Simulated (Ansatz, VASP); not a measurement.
Two plane-wave programs on As2Se

```
CELL_PARAMETERS angstrom
0.00000 3.26991 3.26991
3.26991 0.00000 3.26991
3.26991 3.26991 0.00000
ATOMIC_POSITIONS crystal
As 0.25000 0.25000 0.25000
As 0.75000 0.75000 0.75000
Se 0.00000 0.00000 0.00000
```

Change from the starting cell: species swapped into the ErH2 type (Fm-3m, No. 225).

Alike in both runs: functional PBE; k mesh 6 × 6 × 6; occupations gaussian, width 0.1 eV; no spin polarisation.

Ansatz relaxed the structure, and its values are those at the end. VASP's run is a single point on that final structure, the one shown.

```csv
,VASP,Ansatz
version,VASP 6.6.1,Ansatz 0.2.0
potentials or method,"VASP PAW PBE potentials, release 64 (As, Se)","scalar-relativistic, plane waves, PAW"
plane-wave cutoff (eV),520,420
valence electrons in the cell,16,46
```

VASP gave:

- gap on the k mesh at the Fermi level (eV): none
- pressure (GPa): 0.1

Question: Estimate Ansatz's values.

Answer: gap on the k mesh at the Fermi level (eV): none; pressure (GPa): 0.0.

A gap of «none» marks a metal or a gap that the smearing closes. The two sets of potentials don't hold the same shells in valence.
